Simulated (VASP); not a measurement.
The system is MgCd2S3.

```
Mg Cd S
1.0
     4.70067    0.00000    0.00000
    -2.35034    4.07090    0.00000
     0.00000    0.00000    7.64406
Mg Cd S
1 2 3
Direct
  0.66667 0.33333 0.00000
  0.00000 0.00000 0.00000
  0.33333 0.66667 0.50000
  0.33333 0.66667 0.00000
  0.33333 0.66667 0.23876
  0.33333 0.66667 0.76124
```

The cell was built by a generator and needn't be a form met in nature.

| Property | Result |
| --- | --- |
| Program | VASP 6.6.1 |
| Task | relaxation of cell and atoms |
| Functional | PBE |
| Potentials or basis | VASP PAW PBE potentials, release 64 (Mg, Cd, S) |
| Cutoff | 520 eV |
| k mesh | 4 × 4 × 2 |
| Occupations | gaussian, width 0.15 eV |
| Spin | no spin polarisation |

At the start: pressure 32.1 GPa; volume 24.38 Å³/atom.

Q: How do energy, volume and symmetry change on relaxing?

A: Over 14 steps the energy falls by 1176.7 meV/atom and the volume is 33.06 Å³/atom (+35.6 %); space group P-6m2 (No. 187, to 0.05 Å).

Step by step:
```csv
step,energy change (eV),largest force (eV/Å),pressure (GPa),volume (Å³)
1,0.0000,3.9560,32.14,146.28
2,-3.8493,0.7290,-5.00,257.56
3,-7.0316,0.1138,0.17,194.88
4,-7.0348,0.1439,0.37,193.87
5,-7.0358,0.1835,0.56,192.89
6,-6.1451,0.8291,8.41,169.22
7,-7.0324,0.2843,0.79,191.93
8,-7.0499,0.1565,0.38,194.79
9,-7.0574,0.0088,-0.24,199.00
10,-7.0576,0.0074,-0.21,198.50
11,-7.0575,0.0244,-0.15,198.05
12,-7.0576,0.0185,-0.09,198.23
13,-7.0576,0.0121,-0.12,198.37
14,-7.0604,0.0394,-0.07,198.39
```

Final structure:
```
Mg Cd S
1.0
     4.87190    0.00000    0.00000
    -2.43595    4.21919    0.00000
     0.00000    0.00000    9.65137
Mg Cd S
1 2 3
Direct
  0.66667 0.33333 0.00000
  0.00000 0.00000 0.00000
  0.33333 0.66667 0.50000
  0.33333 0.66667 0.00000
  0.33333 0.66667 0.25173
  0.33333 0.66667 0.74827
```

Caveat: the k mesh is coarse (spacing up to 0.41 Å⁻¹), so the values aren't converged; the volume moved by over 15 % at a fixed basis, so the end points are rough.
